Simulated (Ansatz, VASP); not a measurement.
# Cross-check of Al3InAs4 between VASP and Ansatz

Wanted: the spread between two codes on one cell, functional and k mesh. The cell is invented: As first built, before any earlier steps moved the atoms (in the runner's words): In for Ga, As for N in the Al3GaN4 structure of space group Pm. It may not be a known or stable phase. The two relaxations start from unlike cells of this crystal (the structure described is Ansatz's start), so only their ends are compared.

Program: Ansatz 0.2.0. Level of theory: plane waves, with VASP 6.6.1 beside it; relaxation of cell and atoms at PBE. Results are calculated unless marked as measured.

## (1) Set-up

It takes space group Pm (No. 6, monoclinic). The conventional cell has a = 5.774 Å, b = 3.582 Å, c = 6.202 Å, α = 90.00°, β = 90.04°, γ = 90.00°. Nearest to Al lie 4 As at 2.15 to 2.18 Å. Al has 4 As at 2.16 to 2.18 Å nearest. Nearest to Al lie 4 As at 2.17 to 2.18 Å. Nearest to In lie 4 As at 2.22 to 2.25 Å. Nearest to As lie 3 Al at 2.17 Å and 1 In at 2.25 Å. Nearest to As lie 4 Al at 2.18 Å. It derives from Al3GaN4. As first built, before any earlier steps moved the atoms (in the runner's words): In for Ga, As for N in the Al3GaN4 structure of space group Pm. Farther neighbours are not listed.

Structure file:

```cif
data_structure
_symmetry_space_group_name_H-M 'Pm'
_symmetry_Int_Tables_number 6
_cell_length_a 5.7742
_cell_length_b 3.5824
_cell_length_c 6.2023
_cell_angle_alpha 90.000
_cell_angle_beta 90.036
_cell_angle_gamma 90.000
_cell_volume 128.30
loop_
_atom_site_label
_atom_site_type_symbol
_atom_site_symmetry_multiplicity
_atom_site_Wyckoff_symbol
_atom_site_fract_x
_atom_site_fract_y
_atom_site_fract_z
_atom_site_occupancy
Al1 Al 1 b 0.50010 0.50000 0.16728 1
Al2 Al 1 b 0.00076 0.50000 0.83496 1
Al3 Al 1 a 0.00089 0.00000 0.33158 1
In1 In 1 a 0.49971 0.00000 0.66616 1
As1 As 1 a 0.11014 0.00000 0.66630 1
As2 As 1 b 0.12259 0.50000 0.16717 1
As3 As 1 b 0.62590 0.50000 0.84128 1
As4 As 1 a 0.62351 0.00000 0.32526 1
```

## (2) VASP: relaxation of cell and atoms, PBE

The relaxed volume is the usual yardstick between codes: in a stiff, nearly cubic crystal its relative difference is about their pressure difference at one cell divided by the bulk modulus.

Lines of VASP's logs that name or quote its potential files are left out, and so is its time.

The input, INCAR:

```
SYSTEM = Al3InAs4
PREC = Accurate
ENCUT = 500
EDIFF = 1E-07
NELM = 120
ISMEAR = 0
SIGMA = 0.03
LREAL = .FALSE.
ALGO = Normal
GGA = PE
NBANDS = 29
LORBIT = 11
LWAVE = .FALSE.
LCHARG = .FALSE.
ISIF = 3
IBRION = 2
NSW = 80
EDIFFG = -0.005
LASPH = .TRUE.
GGA_COMPAT = .FALSE.
NELMIN = 4
EFERMI = MIDGAP
KPAR = 2
```

The input, POSCAR:

```
Al3InAs4
1.0
    6.7711527227      0.0000000000     -0.0003745725
    0.0000000000      4.1191253193      0.0000000000
   -0.0049341645      0.0000000000      7.1359622555
Al In As
3 1 4
Direct
    0.4977894582      0.5000000000      0.1676056308
    0.9986947734      0.5000000000      0.8378641622
    0.9982007857      0.0000000000      0.3289544749
    0.4955978515      0.0000000000      0.6649923641
    0.1027509555      0.0000000000      0.6654405365
    0.1276588412      0.5000000000      0.1682635436
    0.6336533616      0.5000000000      0.8499504689
    0.6292534403      0.0000000000      0.3169296252
```

The input, KPOINTS:

```
Automatic mesh
0
Gamma
4 6 4
0 0 0
```

PAW data sets: Al, In_d and As (PBE family, release 64).

Launch:

```
> mpirun -np 2 vasp_std
```

Numbers of over 12 decimals in the logs are rounded to 6 here.

What it wrote:

```text
[banner, memory and clock lines left out]
running    2 mpi-ranks, on    1 nodes
 distrk:  each k-point on    1 cores,    2 groups
 distr:  one band on    1 cores,    1 groups

 POSCAR found type information on POSCAR AlInAs
 POSCAR found :  3 types and       8 ions
 LDA part: xc-table for (Slater+PW92), standard interpolation
 POSCAR, INCAR and KPOINTS ok, starting setup
 FFT: planning ... GRIDC
 FFT: planning ... GRID_SOFT
 FFT: planning ... GRID
 WAVECAR not read
 entering main loop
       N       E                     dE             d eps       ncg     rms          rms(c)
DAV:   1     0.244848244460E+03    0.24485E+03   -0.16382E+04  2320   0.125E+03
DAV:   2    -0.733925000864E+01   -0.25219E+03   -0.24006E+03  2516   0.269E+02
DAV:   3    -0.355535562163E+02   -0.28214E+02   -0.27741E+02  2932   0.948E+01
DAV:   4    -0.366494709479E+02   -0.10959E+01   -0.10930E+01  2975   0.202E+01
DAV:   5    -0.366833664280E+02   -0.33895E-01   -0.33889E-01  3490   0.365E+00    0.708E+00
DAV:   6    -0.358250692481E+02    0.85830E+00   -0.15304E+00  3515   0.116E+01    0.426E+00
DAV:   7    -0.357179562104E+02    0.10711E+00   -0.80508E-01  3379   0.425E+00    0.122E+00
DAV:   8    -0.357157172898E+02    0.22389E-02   -0.55835E-02  3204   0.195E+00    0.780E-01
DAV:   9    -0.357190966926E+02   -0.33794E-02   -0.79699E-03  2764   0.648E-01    0.156E-01
DAV:  10    -0.357192873983E+02   -0.19071E-03   -0.68223E-04  3478   0.199E-01    0.121E-01
DAV:  11    -0.357195732689E+02   -0.28587E-03   -0.45343E-04  2620   0.120E-01    0.673E-02
DAV:  12    -0.357195801536E+02   -0.68847E-05   -0.27554E-05  3319   0.376E-02    0.427E-02
DAV:  13    -0.357195833098E+02   -0.31563E-05   -0.38827E-06  2669   0.119E-02    0.233E-02
DAV:  14    -0.357195856475E+02   -0.23376E-05   -0.55428E-06  2545   0.138E-02    0.454E-03
DAV:  15    -0.357195859643E+02   -0.31680E-06   -0.25914E-07  2852   0.287E-03    0.200E-03
DAV:  16    -0.357195862353E+02   -0.27098E-06   -0.75599E-08  1968   0.167E-03    0.138E-03
DAV:  17    -0.357195862528E+02   -0.17514E-07   -0.13582E-08  1605   0.919E-04
   1 F= -.35719586E+02 E0= -.35719586E+02  d E =-.357196E+02
 curvature:   0.00 expect dE= 0.000E+00 dE for cont linesearch  0.000E+00
 trial: gam= 0.00000 g(F)=  0.940E-06 g(S)=  0.829E-04 ort = 0.000E+00 (trialstep = 0.100E+01)
 search vector abs. value=  0.838E-04
 bond charge predicted
       N       E                     dE             d eps       ncg     rms          rms(c)
DAV:   1    -0.357199013378E+02   -0.31510E-03   -0.76425E-03  3248   0.988E-01    0.109E-01
DAV:   2    -0.357196602814E+02    0.24106E-03   -0.58015E-04  3272   0.338E-01    0.404E-02
DAV:   3    -0.357196115049E+02    0.48777E-04   -0.16399E-04  3324   0.148E-01    0.252E-02
DAV:   4    -0.357196110491E+02    0.45575E-06   -0.67090E-06  2634   0.175E-02    0.216E-02
DAV:   5    -0.357196078989E+02    0.31503E-05   -0.11507E-06  2619   0.624E-03    0.102E-02
DAV:   6    -0.357196059252E+02    0.19736E-05   -0.59371E-07  2774   0.512E-03    0.262E-03
DAV:   7    -0.357196057591E+02    0.16615E-06   -0.67405E-08  1445   0.187E-03    0.938E-04
DAV:   8    -0.357196055410E+02    0.21806E-06   -0.44161E-08  1330   0.216E-03    0.311E-04
DAV:   9    -0.357196055543E+02   -0.13245E-07   -0.16949E-08  1305   0.190E-03
   2 F= -.35719606E+02 E0= -.35719606E+02  d E =-.193015E-04
 trial-energy change:   -0.000019  1 .order   -0.000025   -0.000084    0.000034
 step:   0.6459(harm=  0.7136)  dis= 0.00006  next Energy=   -35.719612 (dE=-0.255E-04)
 reached required accuracy - stopping structural energy minimisation
```

Parts of OUTCAR (step 2):

```text
ion  position               nearest neighbor table
   1  0.498  0.500  0.168-   7 2.45   8 2.48   8 2.48   6 2.51
   2  0.999  0.500  0.838-   7 2.47   5 2.50   5 2.50   6 2.51
   3  0.998  0.000  0.329-   8 2.50   5 2.50   6 2.52   6 2.52
   4  0.496  0.000  0.665-   7 2.62   7 2.62   8 2.64   5 2.66
   5  0.103  0.000  0.665-   2 2.50   2 2.50   3 2.50   4 2.66
   6  0.128  0.500  0.168-   1 2.51   2 2.51   3 2.52   3 2.52
   7  0.634  0.500  0.850-   1 2.45   2 2.47   4 2.62   4 2.62
   8  0.629  0.000  0.317-   1 2.48   1 2.48   3 2.50   4 2.64

  LATTYP: Found a simple monoclinic cell.
 ALAT       =     6.7711527331
 B/A-ratio  =     0.6083344272
 C/A-ratio  =     1.0538772706
 COS(beta)  =    -0.0007467692

 Subroutine GETGRP returns: Found  2 space group operations
 (whereof  2 operations were pure point group operations)

The static configuration has the point symmetry C_1h.

 Found     40 irreducible k-points:

   k-points           NKPTS =     40   k-points in BZ     NKDIM =     40   number of bands    NBANDS=     29

   dimension x,y,z NGX =    50 NGY =   30 NGZ =   54
   dimension x,y,z NGXF=   100 NGYF=   60 NGZF=  108

   ENCUT  =  500.0 eV  36.75 Ry    6.06 a.u.  12.35  7.51 13.01*2*pi/ulx,y,z

   NELECT =      42.0000    total number of electrons

 k-points in reciprocal lattice and weights: Automatic mesh
   0.00000000  0.00000000  0.00000000       0.010
   0.25000000  0.00000000  0.00000000       0.021
   0.50000000  0.00000000  0.00000000       0.010
   0.00000000  0.16666667  0.00000000       0.021
   0.25000000  0.16666667  0.00000000       0.042
   0.50000000  0.16666667  0.00000000       0.021
   0.00000000  0.33333333  0.00000000       0.021
   0.25000000  0.33333333  0.00000000       0.042
   0.50000000  0.33333333  0.00000000       0.021
[...]
0.25000000  0.50000000  0.50000000       0.021
   0.50000000  0.50000000  0.50000000       0.010

 average (electrostatic) potential at core
       1 -76.5111       2 -76.6078       3 -76.6745       4 -96.9996       5 -49.9780
       6 -49.9701       7 -49.8329       8 -49.9198

 E-fermi :   4.4190

 k-point     1 :       0.0000    0.0000    0.0000
  band No.  band energies     occupation
    ...
     17       2.7989      2.00000
     18       2.9770      2.00000
     19       3.6041      2.00000
     20       3.7999      2.00000
     21       3.9208      2.00000
     22       4.9172      0.00000
     23       5.1631      0.00000
     24       5.5200      0.00000
     25       6.5258      0.00000
     26       7.5301      0.00000
    ...

 k-point     2 :       0.2500    0.0000    0.0000
  band No.  band energies     occupation
    ...
     17       2.5297      2.00000
     18       2.8984      2.00000
     19       2.9547      2.00000
     20       3.6421      2.00000
     21       3.7707      2.00000
     22       5.2752      0.00000
     23       5.5306      0.00000
     24       5.7312      0.00000
     25       6.0641      0.00000
     26       7.5382      0.00000
    ...

 k-point     3 :       0.5000    0.0000    0.0000
  band No.  band energies     occupation
    ...
     17       2.2059      2.00000
     18       3.0390      2.00000
     19       3.0576      2.00000
     20       3.4445      2.00000
     21       3.5785      2.00000
     22       5.3854      0.00000
     23       5.6739      0.00000
     24       5.7538      0.00000
     25       6.0074      0.00000
     26       6.7481      0.00000
    ...

  Total       -0.0258481     -0.0287936     -0.0287838      0.0000000      0.0000000      0.0004314
  in kB       -0.2078207     -0.2315024     -0.2314233      0.0000000      0.0000000      0.0034682
  external PRESSURE =      -0.2235821 kB  Pullay stress =       0.0000000 kB

  energy-cutoff  :      500.00
  volume of cell :      199.27
      direct lattice vectors                 reciprocal lattice vectors
     6.774043192  0.000000000 -0.000303505     0.147622329  0.000000000  0.000100526
     0.000000000  4.120830083  0.000000000     0.000000000  0.242669554  0.000000000
    -0.004861226  0.000000000  7.138691040     0.000006276  0.000000000  0.140081708

 POSITION                                       TOTAL-FORCE (eV/Angst)
 -----------------------------------------------------------------------------------
      3.37119      2.06042      1.19635         0.000785      0.000000     -0.000378
      6.76106      2.06042      5.98092        -0.002129      0.000000     -0.000286
      6.76020      0.00000      2.34806        -0.000422      0.000000      0.000867
      3.35395      0.00000      4.74693         0.000807      0.000000      0.000146
      0.69281      0.00000      4.75040         0.000796      0.000000      0.000961
      0.86404      2.06042      1.20113         0.000621      0.000000     -0.000262
      4.28828      2.06042      6.06739        -0.000912      0.000000     -0.000432
      4.26113      0.00000      2.26224         0.000453      0.000000     -0.000616
 -----------------------------------------------------------------------------------
    total drift:                               -0.000542      0.000000      0.000914

  FREE ENERGIE OF THE ION-ELECTRON SYSTEM (eV)
  ---------------------------------------------------
  free  energy   TOTEN  =       -35.7196055543 eV

  energy  without entropy=      -35.7196055543  energy(sigma->0) =      -35.71960555

 reached required accuracy - stopping structural energy minimisation

 total charge
# of ion       s       p       d       tot
------------------------------------------
    1        0.404   0.354   0.000   0.757
    2        0.403   0.345   0.000   0.748
    3        0.403   0.341   0.000   0.743
    4        0.843   0.722   9.886  11.451
    5        1.200   1.615   0.021   2.837
    6        1.195   1.629   0.021   2.845
    7        1.205   1.629   0.023   2.857
    8        1.200   1.626   0.022   2.849
--------------------------------------------------
tot          6.854   8.260   9.974  25.088

[... 3 further parts left out ...]
```

The run keeps the 2 symmetry operations of its start, so it cannot find a distortion of lower symmetry.

(Continued in part 2 of 2.)

[Lines on the potential files, build, host, timing and source positions are cut from VASP's logs without a mark.]

[Logs are printed without paths, hosts, clocks, repeated set-up lines and the standing remarks that a program may print on its own settings, such as how far it seeks lower states.]

[Hosts, paths, dates, database ids (printed as entryN), source tags and the programs' standing remarks are cut or masked in the printed files.]
